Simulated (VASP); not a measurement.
# Sb2Te4O (C2/m) in VASP: single point with PBEsol

Aim: the single point of Sb2Te4O with PBEsol.

All numbers are computed with VASP 6.6.1; they aren't measurements. Logs are shortened: lines on timing, memory, paths and dates and some standing lists are left out, and cuts for length are marked.

## (1) The structure

The structure is monoclinic, space group C2/m (No. 12). The conventional cell has a = 9.006 Å, b = 4.179 Å, c = 13.385 Å, α = 90.00°, β = 107.73°, γ = 90.00°. Sb (site symmetry m) has 1 O at 1.98 Å as nearest neighbours. Te (site symmetry m) is surrounded by 2 Sb at 2.88 Å. Te (site symmetry m) has 2 Te at 2.85 Å as nearest neighbours. O (site symmetry 2/m) is surrounded by 2 Sb at 1.98 Å.

The cell was built by a generator and needn't be a form met in nature.

## (2) Single point, PBEsol

Input file INCAR:

```
ALGO     = Fast           # electronic algorithm
EDIFF    = 1E-6           # SCF threshold, eV
ENCUT    = 520            # plane-wave cutoff, eV
GGA      = PS             # functional
ISIF     = 2              # what is computed and relaxed
ISMEAR   = 0              # smearing method
KPAR     = 4            
LASPH    = T              # aspherical terms in the spheres
LCHARG   = F              # write CHGCAR
LREAL    = F              # projectors in reciprocal space
LWAVE    = F              # write WAVECAR
NELM     = 100            # most SCF steps
PREC     = Accurate       # precision mode
SIGMA    = 0.1            # smearing width, eV
```

Input file KPOINTS:

```
k-points
0
Gamma
  8 8 4
```

Input file POSCAR:

```
Sb2Te4O
1.0
    4.5030770000     -2.0895100000      0.0000000000
    4.5030770000      2.0895100000      0.0000000000
   -4.0770480000      0.0000000000     12.7489980000
Sb Te O
2 4 1
Direct
    0.8687340000      0.8687340000      0.0944610000
    0.1312660000      0.1312660000      0.9055390000
    0.5180190000      0.5180190000      0.2384530000
    0.4819810000      0.4819810000      0.7615470000
    0.7391580000      0.7391580000      0.5696420000
    0.2608420000      0.2608420000      0.4303580000
    0.0000000000      0.0000000000      0.0000000000
```

Potentials or basis: VASP PAW PBE potentials, release 64 (Sb, Te, O).

The run is started by

```console
$ cat potpaw_PBE.64/Sb/POTCAR potpaw_PBE.64/Te/POTCAR potpaw_PBE.64/O/POTCAR > POTCAR
$ mpirun -np 4 vasp_std > vasp.out
```

OUTCAR:

```text
EDIFF = 1E-6
   ENCUT = 520
   GGA = PS
   ISIF = 2
   ISMEAR = 0
   LASPH = T
   LREAL = F
   NELM = 100
   PREC = Accurate

 ion  position               nearest neighbor table
   1  0.869  0.869  0.094-   7 1.98   3 2.88   3 2.88   2 3.47   2 3.47
   2  0.131  0.131  0.906-   7 1.98   4 2.88   4 2.88   1 3.47   1 3.47
   3  0.518  0.518  0.238-   1 2.88   1 2.88   6 3.51   6 3.51
   4  0.482  0.482  0.762-   2 2.88   2 2.88   5 3.51   5 3.51
   5  0.739  0.739  0.570-   6 2.85   6 2.85   4 3.51   4 3.51
   6  0.261  0.261  0.430-   5 2.85   5 2.85   3 3.51   3 3.51
   7  0.000  0.000  0.000-   1 1.98   2 1.98

  LATTYP: Found a base centered monoclinic cell.
 ALAT       =     9.0061540000
 B/A-ratio  =     0.4640182702
 C/A-ratio  =     1.4862103236
 COS(beta)  =    -0.3045973930

  Lattice vectors:

 A1 = (   4.5030770000,  -2.0895100000,   0.0000000000)
 A2 = (   4.5030770000,   2.0895100000,   0.0000000000)
 A3 = (  -4.0770480000,   0.0000000000,  12.7489980000)

Analysis of symmetry for initial positions (statically):
=====================================================================
 Subroutine PRICEL returns:
 Original cell was already a primitive cell.

 Routine SETGRP: Setting up the symmetry group for a
 base centered monoclinic supercell.

 Subroutine GETGRP returns: Found  4 space group operations
 (whereof  4 operations were pure point group operations)
 out of a pool of  4 trial point group operations.

The static configuration has the point symmetry C_2h.

Analysis of symmetry for dynamics (positions and initial velocities):
=====================================================================
 Subroutine PRICEL returns:
 Original cell was already a primitive cell.

 Routine SETGRP: Setting up the symmetry group for a
 base centered monoclinic supercell.

 Subroutine GETGRP returns: Found  4 space group operations
 (whereof  4 operations were pure point group operations)
 out of a pool of  4 trial point group operations.

The dynamic configuration has the point symmetry C_2h.

 Subroutine INISYM returns: Found  4 space group operations
 (whereof  4 operations are pure point group operations),
 and found     1 'primitive' translations

----------------------------------------------------------------------------------------

                                     Primitive cell

  volume of cell :     239.9164
[... 104 lines left out ...]
   NFREE  =      0    steps in history (QN), initial steepest desc. (CG)
   ISIF   =      2    stress and relaxation
   ISYM   =      2    0-nonsym 1-usesym 2-fastsym
   POTIM  = 0.5000    time-step for ionic-motion
   TEBEG  =    0.0;   TEEND  =   0.0 temperature during run
   PSTRESS=    0.0 pullay stress
   NELECT =      40.0000    total number of electrons
   NUPDOWN=      -1.0000    fix difference up-down
   EMIN   =  10.00;   EMAX   =-10.00  energy-range for DOS
   EFERMI =   0.00;   METHOD = LEGACY
   ISMEAR =     0;   SIGMA  =   0.10  broadening in eV -4-tet -1-fermi 0-gaus
   EFERMI_NEDOS =   21; number of points for ismear=-14 and -15
   IALGO  =     68    algorithm
   IMIX   =      4    mixing-type and parameters
     AMIX     =   0.40;   BMIX     =  1.00
     AMIX_MAG =   1.60;   BMIX_MAG =  1.00
  volume/ion in A,a.u.               =      34.27       231.29
  Fermi-wavevector in a.u.,A,eV,Ry     =   0.901035  1.702709 11.046075  0.811864
  Thomas-Fermi vector in A             =   2.024066
   LORBIT       =      0    0 simple, 1 ext, 2 COOP (PROOUT), +10 PAW based schemes
   GGA     = PS    functional components
   LHFCALC =     F    Hartree Fock is set to
   AEXX    =    0.0000 exact exchange contribution
   IVDW    =     0    specifies the selected vdW correction
   LEPSILON=     F    determine dielectric tensor
   LRPA    =     F    only Hartree local field effects (RPA)
 non-spin polarized calculation
 RMM-DIIS sequential band-by-band and
 Gauss-broadening in eV      SIGMA  =   0.10
  energy-cutoff  :      520.00
  volume of cell :      239.92
 maximum number of plane-waves:      6482
 NGX is ok and might be reduce to    40
   NGX = 19   NGY = 19   NGZ = 49

 number of electron      40.0000003 magnetization

 Free energy of the ion-electron system (eV)
  ---------------------------------------------------
  ext. energy  EPLUGINS =         0.00000000
  ---------------------------------------------------
  free energy    TOTEN  =       -29.34901445 eV

  energy without entropy =      -29.34384798  energy(sigma->0) =      -29.34643122

 E-fermi :   4.5889     XC(G=0):  -8.6048

 val. band max:        4.5612468570   @ k =   0.5000   0.0000   0.5000
 cond. band min:       4.6658618033   @ k =  -0.1250   0.1250   0.5000
 fundamental gap:      0.1046149463
 Fermi energy:         4.5888909211

 k-point     1 :       0.0000    0.0000    0.0000
  band No.  band energies     occupation
      1     -14.5470      2.00000
      2      -8.7076      2.00000
      3      -7.8466      2.00000
      4      -7.3888      2.00000
      5      -5.3972      2.00000
      6      -4.3894      2.00000
[... 637 lines left out ...]
     23       6.0830      0.00000
     24       6.3192      0.00000

 [... further k-points ...]

------------------------ aborting loop because EDIFF is reached ----------------------------------------

  FORCE on cell =-STRESS in cart. coord.  units (eV):
  Direction    XX          YY          ZZ          XY          YZ          ZX
  --------------------------------------------------------------------------------------
  -------------------------------------------------------------------------------------
  Total       -2.5707587     -3.0681087     -3.2250668      0.0000000      0.0000000      0.0818552
  in kB      -17.1676965    -20.4890323    -21.5372088      0.0000000      0.0000000      0.5466343
  external PRESSURE =     -19.7313125 kB  Pullay stress =       0.0000000 kB

 VOLUME and BASIS-vectors are now :
 -----------------------------------------------------------------------------
  energy-cutoff  :      520.00
  volume of cell :      239.92
      direct lattice vectors                 reciprocal lattice vectors
     4.503077000 -2.089510000  0.000000000     0.111035188 -0.239290551  0.035508343
     4.503077000  2.089510000  0.000000000     0.111035188  0.239290551  0.035508343
    -4.077048000  0.000000000 12.748998000     0.000000000  0.000000000  0.078437537

 POSITION                                       TOTAL-FORCE (eV/Angst)
 -----------------------------------------------------------------------------------
      7.43883      0.00000      1.20428         0.171870      0.000000     -0.079610
     -2.50972      0.00000     11.54471        -0.171870      0.000000      0.079610
      3.69317      0.00000      3.04004        -0.014911      0.000000     -0.035214
      1.23593      0.00000      9.70896         0.014911      0.000000      0.035214
      4.33451      0.00000      7.26236         0.061938      0.000000     -0.062426
      0.59459      0.00000      5.48663        -0.061938      0.000000      0.062426
      0.00000      0.00000      0.00000         0.000000      0.000000      0.000000
 -----------------------------------------------------------------------------------
    total drift:                                0.000000      0.000000     -0.000000

  FREE ENERGIE OF THE ION-ELECTRON SYSTEM (eV)
  ---------------------------------------------------
  free  energy   TOTEN  =       -29.3490144544 eV

  energy  without entropy=      -29.3438479822  energy(sigma->0) =      -29.34643122
```

OSZICAR:

```text
N       E                     dE             d eps       ncg     rms          rms(c)
DAV:   1     0.228226080061E+03    0.22823E+03   -0.14319E+04  3744   0.133E+03
DAV:   2    -0.470852291202E+01   -0.23293E+03   -0.22966E+03  4816   0.210E+02
DAV:   3    -0.309435960576E+02   -0.26235E+02   -0.26047E+02  4808   0.775E+01
DAV:   4    -0.317064661771E+02   -0.76287E+00   -0.76161E+00  4464   0.142E+01
DAV:   5    -0.317325465113E+02   -0.26080E-01   -0.26071E-01  5296   0.269E+00    0.145E+01
RMM:   6    -0.294285503299E+02    0.23040E+01   -0.15451E+01  4046   0.171E+01    0.831E+00
RMM:   7    -0.293447609498E+02    0.83789E-01   -0.16182E+00  4215   0.520E+00    0.462E+00
RMM:   8    -0.293373352637E+02    0.74257E-02   -0.45427E-01  4340   0.322E+00    0.870E-01
RMM:   9    -0.293516351323E+02   -0.14300E-01   -0.15959E-01  5316   0.131E+00    0.802E-01
RMM:  10    -0.293491015802E+02    0.25336E-02   -0.11037E-02  4605   0.520E-01    0.554E-01
RMM:  11    -0.293489618935E+02    0.13969E-03   -0.38487E-03  4629   0.255E-01    0.134E-01
RMM:  12    -0.293489921091E+02   -0.30216E-04   -0.14490E-03  5035   0.156E-01    0.502E-02
RMM:  13    -0.293490101960E+02   -0.18087E-04   -0.28387E-04  5280   0.633E-02    0.216E-02
RMM:  14    -0.293490178921E+02   -0.76962E-05   -0.50525E-05  4533   0.303E-02    0.156E-02
RMM:  15    -0.293490135911E+02    0.43010E-05   -0.24181E-05  4280   0.199E-02    0.410E-03
RMM:  16    -0.293490142759E+02   -0.68479E-06   -0.11748E-05  3986   0.131E-02    0.188E-03
RMM:  17    -0.293490144544E+02   -0.17843E-06   -0.23712E-06  2882   0.539E-03
   1 F= -.29349014E+02 E0= -.29346431E+02  d E =-.516647E-02
```

Wall time 1.9 min (4 MPI ranks of Intel Xeon 6975P-C (Granite Rapids), shared host); peak memory 0.71 GiB.

Results:

| Item | Value |
| --- | --- |
| Free energy | -29.3490 eV |
| Pressure | -2.0 GPa |
| Largest force | 0.189 eV/Å |
| Band gap on the k mesh | none (metal or under the smearing width) |

Forces in eV/Å, atoms in the order of the input:
```
Sb   0.172  0.000 -0.080
Sb  -0.172  0.000  0.080
Te  -0.015  0.000 -0.035
Te   0.015  0.000  0.035
Te   0.062  0.000 -0.062
Te  -0.062  0.000  0.062
O    0.000  0.000  0.000
```

Stress tensor (GPa, compression positive):
```
-1.72  0.00  0.05
 0.00 -2.05  0.00
 0.05  0.00 -2.15
```

Levels at points of the mesh, in eV from the Fermi level:
```
           k point  band 18  band 19  band 20  band 21  band 22  band 23
(0.00, 0.00, 0.00)    -1.48    -1.12    -0.74     0.43     0.57     0.80
(0.50, 0.00, 0.00)    -1.75    -1.40    -1.23     0.86     0.94     1.11
(0.50, 0.50, 0.00)    -1.57    -1.33    -0.10     0.36     0.70     1.23
(0.00, 0.00, 0.50)    -1.50    -1.22    -0.57    -0.10     0.42     0.94
(0.50, 0.00, 0.50)    -1.45    -1.42    -1.03    -0.03     0.47     1.07
(0.50, 0.50, 0.50)    -1.41    -1.35    -0.25     0.21     0.64     1.00
```

Caveat: the PAW data sets were made with another functional, which shifts forces and pressure a little. The run has no spin-orbit coupling, so splittings on Sb, Te are missing.
